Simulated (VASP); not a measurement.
Output of a VASP run:

**OSZICAR**
```
...
DAV:   3    -0.531053414301E+02    0.18823E-04   -0.13938E-04  1736   0.817E-02    0.795E-03
DAV:   4    -0.531053438849E+02   -0.24547E-05   -0.28603E-05  1936   0.269E-02    0.846E-03
DAV:   5    -0.531053449907E+02   -0.11059E-05   -0.10469E-06  1000   0.111E-02    0.552E-03
DAV:   6    -0.531053475097E+02   -0.25189E-05   -0.39778E-06  1776   0.103E-02    0.249E-03
DAV:   7    -0.531053478289E+02   -0.31926E-06   -0.44315E-07   908   0.451E-03
   5 F= -.42386574E+02 E0= -.42386574E+02  d E =-.553583E-01
       N       E                     dE             d eps       ncg     rms          rms(c)
DAV:   1    -0.530975796516E+02    0.77679E-02   -0.10195E+00  1680   0.895E+00    0.613E-01
DAV:   2    -0.530947973288E+02    0.27823E-02   -0.38028E-02  1888   0.181E+00    0.371E-01
DAV:   3    -0.530923216789E+02    0.24756E-02   -0.63498E-03  1852   0.683E-01    0.110E-01
DAV:   4    -0.530922322201E+02    0.89459E-04   -0.13254E-03  2580   0.314E-01    0.542E-02
DAV:   5    -0.530922257735E+02    0.64467E-05   -0.13066E-04  2148   0.116E-01    0.287E-02
DAV:   6    -0.530922273448E+02   -0.15714E-05   -0.19935E-05  2256   0.401E-02    0.661E-03
DAV:   7    -0.530922273753E+02   -0.30464E-07   -0.20563E-06  1340   0.144E-02
   6 F= -.42388576E+02 E0= -.42388576E+02  d E =-.200184E-02
       N       E                     dE             d eps       ncg     rms          rms(c)
DAV:   1    -0.530949421675E+02   -0.27148E-02   -0.27398E-02  1680   0.147E+00    0.100E-01
DAV:   2    -0.530948719702E+02    0.70197E-04   -0.10319E-03  1904   0.298E-01    0.608E-02
DAV:   3    -0.530948061588E+02    0.65811E-04   -0.17444E-04  1872   0.112E-01    0.192E-02
DAV:   4    -0.530948027200E+02    0.34388E-05   -0.37308E-05  2560   0.544E-02    0.879E-03
DAV:   5    -0.530948023436E+02    0.37634E-06   -0.35307E-06  1540   0.194E-02
   7 F= -.42388659E+02 E0= -.42388659E+02  d E =-.208446E-02
       N       E                     dE             d eps       ncg     rms          rms(c)
DAV:   1    -0.531155703533E+02   -0.20768E-01   -0.49389E-02  2152   0.257E+00    0.319E-01
DAV:   2    -0.531148099230E+02    0.76043E-03   -0.42760E-03  1908   0.648E-01    0.146E-01
DAV:   3    -0.531145755251E+02    0.23440E-03   -0.17564E-03  1968   0.312E-01    0.364E-02
DAV:   4    -0.531145856757E+02   -0.10151E-04   -0.31842E-04  2100   0.966E-02    0.290E-02
DAV:   5    -0.531145904073E+02   -0.47316E-05   -0.11763E-05  2132   0.344E-02    0.201E-02
DAV:   6    -0.531146034984E+02   -0.13091E-04   -0.33280E-05  2664   0.336E-02    0.643E-03
DAV:   7    -0.531146037533E+02   -0.25492E-06   -0.29365E-06  1588   0.121E-02
   8 F= -.42388695E+02 E0= -.42388695E+02  d E =-.362892E-04
       N       E                     dE             d eps       ncg     rms          rms(c)
DAV:   1    -0.531062246776E+02    0.83788E-02   -0.93209E-03  2148   0.111E+00    0.139E-01
DAV:   2    -0.531060781510E+02    0.14653E-03   -0.81754E-04  1896   0.281E-01    0.638E-02
DAV:   3    -0.531060342341E+02    0.43917E-04   -0.33098E-04  1948   0.136E-01    0.159E-02
DAV:   4    -0.531060375423E+02   -0.33081E-05   -0.59898E-05  2092   0.422E-02    0.124E-02
DAV:   5    -0.531060388860E+02   -0.13437E-05   -0.20389E-06  1320   0.151E-02    0.847E-03
DAV:   6    -0.531060425791E+02   -0.36931E-05   -0.72002E-06  2244   0.162E-02    0.311E-03
DAV:   7    -0.531060428114E+02   -0.23235E-06   -0.10986E-06   976   0.660E-03
   9 F= -.42388744E+02 E0= -.42388744E+02  d E =-.848941E-04
```

OUTCAR:
```
------------------------ aborting loop because EDIFF is reached ----------------------------------------
  FORCE on cell =-STRESS in cart. coord.  units (eV):
  Direction    XX          YY          ZZ          XY          YZ          ZX
  --------------------------------------------------------------------------------------
  Total       10.6542204     10.6542204     10.7162933      0.0000000      0.0000000      0.0000000
  in kB      298.2342978    298.2342978    299.9718497      0.0000000      0.0000000      0.0000000
  external PRESSURE =      -1.1865182 kB  Pullay stress =     300.0000000 kB
  volume of cell :       57.24
      direct lattice vectors                 reciprocal lattice vectors
     4.444384056 -0.000000000  0.000000000     0.225003057  0.000000000  0.000000000
    -0.000000000  4.444384056  0.000000000     0.000000000  0.225003057  0.000000000
     0.000000000  0.000000000  2.897687262     0.000000000  0.000000000  0.345102804
 POSITION                                       TOTAL-FORCE (eV/Angst)
 -----------------------------------------------------------------------------------
      0.00000      0.00000      0.00000        -0.000000      0.000000     -0.000000
      2.22219      2.22219      1.44884        -0.000000      0.000000     -0.000000
      1.34179      1.34179      0.00000         0.010465      0.010465      0.000000
      3.56398      0.88040      1.44884         0.010465     -0.010465     -0.000000
      0.88040      3.56398      1.44884        -0.010465      0.010465      0.000000
      3.10260      3.10260      0.00000        -0.010465     -0.010465     -0.000000
 -----------------------------------------------------------------------------------
    total drift:                               -0.000000     -0.000000     -0.000000
  FREE ENERGIE OF THE ION-ELECTRON SYSTEM (eV)
  ---------------------------------------------------
  free  energy   TOTEN  =       -53.1060428114 eV

  energy  without entropy=      -53.1060428114  energy(sigma->0) =      -53.10604281
  enthalpy is  TOTEN    =       -42.3887438451 eV   P V=       10.7172989664

 reached required accuracy - stopping structural energy minimisation
```
(Selected blocks of OUTCAR.)

**POSCAR**
```
TiO2
1
    4.4984905936     0.0000000000     0.0000000000
    0.0000000000     4.4984905936     0.0000000000
    0.0000000000     0.0000000000     2.9170296349
Ti O
2 4
Direct
  0.0000000000   0.0000000000   0.0000000000
  0.5000000000   0.5000000000   0.5000000000
  0.3024442311   0.3024442311   0.0000000000
  0.8024442311   0.1975557689   0.5000000000
  0.1975557689   0.8024442311   0.5000000000
  0.6975557689   0.6975557689   0.0000000000
```

Q: Write an INCAR and KPOINTS that could have produced this output.

A: Several could match; the one computed here: the input of the run itself, PBE GGA, plane waves, VASP's PBE PAW potentials (set 64).

INCAR:
```
! general
SYSTEM  = TiO2
PREC    = Accurate
ENCUT   = 620   ! plane-wave cut-off (eV)
LREAL   = F   ! projection in real space or not
LASPH   = T   ! aspherical one-centre terms

! electronic loop
EDIFF   = 1E-6
NELM    = 100   ! most electronic steps
ALGO    = Normal   ! blocked Davidson
LMAXMIX = 4   ! l cut-off of mixed one-centre charges

! smearing
ISMEAR  = 0   ! Gaussian
SIGMA   = 0.05   ! width (eV)

! functional
GGA     = PE

! ions
IBRION  = 2   ! conjugate gradients
NSW     = 40
ISIF    = 3
EDIFFG  = -0.02
PSTRESS = 300   ! kbar

! output
LWAVE   = F
LCHARG  = F
```

File KPOINTS:
```
Automatic mesh
0
Gamma
5 5 8
0 0 0
```

POTCAR, in this order: Ti_sv O (PBE.64 set). Program: vasp_std.

Energy and stress use the plane-wave basis of the starting cell.

The compound is TiO2 in the rutile structure. This run relaxes it under an external pressure of 30 GPa. Symmetry was kept, so distortions that lower it aren't found.
